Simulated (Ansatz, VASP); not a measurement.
# CoCl in VASP and in Ansatz

```
Co Cl
1.0
     3.06949    0.00000    0.00000
     0.00000    3.06949    0.00000
     0.00000    0.00000    3.06949
Co Cl
1 1
Direct
  0.00000 0.00000 0.00000
  0.50000 0.50000 0.50000
```

Alike in both runs: functional PBE; k mesh 18 × 18 × 18; occupations gaussian, width 0.1 eV; collinear spin.

Ansatz relaxed the structure, and its values are those at the end. VASP's run is a single point on that final structure, the one shown.

```csv
,VASP,Ansatz
version,VASP 6.6.1,Ansatz 0.2.0
potentials or method,"VASP PAW PBE potentials, release 64 (Co, Cl)","scalar-relativistic, plane waves, PAW"
plane-wave cutoff (eV),520,420
valence electrons in the cell,16,24
```

```csv
,VASP,Ansatz,Ansatz less VASP
gap on the k mesh at the Fermi level (eV),none,none,-
pressure (GPa),0.0,0.0,+0.04
net moment per atom (μB),1.00,1.00,0.000
size of the moment on the site where the two differ most (μB),1.91,1.93,+0.018
```

Site moments also hang on the region over which each program counts them. A gap of «none» marks a metal or a gap that the smearing closes. The two sets of potentials don't hold the same shells in valence.

Caveats: a cell with one magnetic atom can't hold antiferromagnetic order, which such compounds often take; semilocal functionals often make such compounds metallic where correlation or magnetic order opens a gap, which also shifts bond lengths.
